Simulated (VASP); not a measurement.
The input files of a VASP run:

### INCAR
```
ALGO=Normal
EDIFF=1E-7
ENCUT=400
GGA=PS
ISIF=2
ISMEAR=-5
LASPH=T
LCHARG=T
LEFG=T
LMAXMIX=4
LORBIT=11
LREAL=F
LWAVE=F
NEDOS=601
NELM=100
PREC=Accurate
SYSTEM=ZrGe2
```

File POSCAR:
```
ZrGe2
4.5121970
  0.0000000000   0.7071067916   0.7071067916
  0.7071067916   0.0000000000   0.7071067916
  0.7071067916   0.7071067916   0.0000000000
Zr Ge
1 2
Cartesian
  0.0000000000   0.0000000000   0.0000000000
  0.3535533958   0.3535533958   0.3535533958
  1.0606601874   1.0606601874   1.0606601874
```

File KPOINTS:
```
Regular mesh
0
G
  9 9 9
0 0 0
```

POTCAR, in this order: Zr_sv Ge_d (PBE.64 set). Program: vasp_std.

Translate this PBEsol calculation to Ansatz.

One equivalent input (not run):
Ansatz 0.2 input:
```yaml
crystal:
  lattice:
    - [0.0000000, 3.1906051, 3.1906051]
    - [3.1906051, 0.0000000, 3.1906051]
    - [3.1906051, 3.1906051, 0.0000000]
  atoms:
    - { symbol: Zr, position: [0.0000000, 0.0000000, 0.0000000] }
    - { symbol: Ge, position: [0.2500000, 0.2500000, 0.2500000] }
    - { symbol: Ge, position: [0.7500000, 0.7500000, 0.7500000] }
kpoints:
  mp_grid: { grid: [9, 9, 9] }
hamiltonian:
  xc: pbesol
  pseudopotentials: { kind: paw }
scf:
  occupations: { method: tetrahedron }
  max_iter: 100
output: { forces: true, stress: true, eigenvalues: true }
```
The two are equivalent in intent, not identical: each code has its own PAW files, so the cut-off isn't converted (ENCUT is set for VASP's; basis.ecutwfc is left out, and Ansatz then takes the one that its files recommend); Ansatz stops its SCF on the density residual and VASP on the energy change (EDIFF); the field gradients of LEFG aren't asked of the other code.

The structure was generated: ZrGe2 was put into the fluorite type (Fm-3m), which need not be its known phase. It was relaxed first, which changed the volume by -11 %.
